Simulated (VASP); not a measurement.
Computed with revPBE GGA, VASP's PBE PAW potentials (set 64) (plane waves; VASP).

VASP ran on this input.

File KPOINTS:
```
K-points
0
Gamma
 10 10 5
0 0 0
```

### INCAR
```
SYSTEM = BN
PREC = Accurate; ENCUT = 520; LREAL = .FALSE.
LASPH = .TRUE.
EDIFF = 1E-7; NELM = 100; ALGO = Normal
ISMEAR = 0; SIGMA = 0.05
GGA = RE
IBRION = 2; NSW = 30; ISIF = 4
EDIFFG = -0.01
LWAVE = .FALSE.; LCHARG = .FALSE.
```

POSCAR:
```
BN
1.0
  1.2953731856  -2.2436523988   0.0000000000
  1.2953731856   2.2436523988   0.0000000000
  0.0000000000   0.0000000000   4.2837066839
B N
2 2
direct
  0.6666670000   0.3333330000   0.5002590611
  0.3333330000   0.6666670000   0.0002590611
  0.6666670000   0.3333330000   0.8747409389
  0.3333330000   0.6666670000   0.3747409389
```

POTCAR, in this order: B N (PBE.64 set). Program: vasp_std.

**Question.** What will the output report for the number of irreducible k-points (NKPTS), largest plane-wave count, number of space-group operations, FFT grid (NGX, NGY, NGZ)?

**Answer.** 
```yaml
number of irreducible k-points (NKPTS): 42
largest_plane_wave_count: 687
number_of_space_group_operations: 12
FFT grid (NGX, NGY, NGZ): 20 × 20 × 32
```

The compound is BN in the wurtzite structure, a metastable high-pressure form. This cell is one point of a volume scan, at 1.03 of the reference volume. Symmetry was kept, so distortions that lower it aren't found.
